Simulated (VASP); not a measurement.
The system is MgTi2N2.

```
Mg Ti N
1.0
     2.20837    1.27501    4.27748
    -2.20837    1.27501    4.27748
     0.00000   -2.55001    4.27748
Mg Ti N
1 2 2
Direct
  0.50000 0.50000 0.50000
  0.83923 0.83923 0.83923
  0.16077 0.16077 0.16077
  0.28295 0.28295 0.28295
  0.71705 0.71705 0.71705
```

The cell was built by a generator and needn't be a form met in nature.

```yaml
Program: VASP 6.6.1
Task: relaxation of cell and atoms
Functional: PBE
Potentials_or_basis: VASP PAW PBE potentials, release 64 (Mg, Ti_sv, N)
Cutoff: 520 eV
k_mesh: 4 × 4 × 4
Occupations: gaussian, width 0.15 eV
Spin: no spin polarisation
```

At the start: pressure 34.6 GPa; volume 14.45 Å³/atom.

Problem. Where does the relaxation end?

Solution. Over 17 steps the energy falls by 832.5 meV/atom and the volume is 15.01 Å³/atom (+3.8 %); space group R-3m (No. 166, to 0.05 Å).

The path:
```csv
step,energy change (eV),largest force (eV/Å),pressure (GPa),volume (Å³)
1,0.0000,10.3232,34.65,72.26
2,4.3212,2.7316,-20.78,110.13
3,1.2811,4.2867,-18.79,96.72
4,-0.7882,4.8440,-13.19,87.98
5,-2.0280,3.6048,-0.98,79.86
6,-2.0579,2.6459,4.55,77.81
7,-2.0679,2.9948,3.32,78.44
8,-3.7980,0.6519,-3.98,86.50
9,-3.8334,0.6677,-4.68,87.77
10,-3.8326,0.7619,-5.12,87.60
11,-4.0030,1.3996,-1.06,82.14
12,-4.0375,2.0375,3.00,77.96
13,-4.0953,1.4790,2.27,76.81
14,-4.1570,0.3438,1.06,73.81
15,-4.1571,0.3044,1.29,73.66
16,-4.1600,0.2194,1.18,74.00
17,-4.1627,0.0503,-0.13,75.03
```

Final structure:
```yaml
crystal:
  lattice:
    - [2.40453, 1.38826, 3.74607]
    - [-2.40453, 1.38826, 3.74607]
    - [0.00000, -2.77651, 3.74607]
  atoms:
    - { symbol: Mg, position: [0.50000, 0.50000, 0.50000] }
    - { symbol: Ti, position: [0.87153, 0.87153, 0.87153] }
    - { symbol: Ti, position: [0.12847, 0.12847, 0.12847] }
    - { symbol: N, position: [0.28256, 0.28256, 0.28256] }
    - { symbol: N, position: [0.71744, 0.71744, 0.71744] }
```

Caveat: the k mesh is coarse (spacing up to 0.43 Å⁻¹), so the values aren't converged.
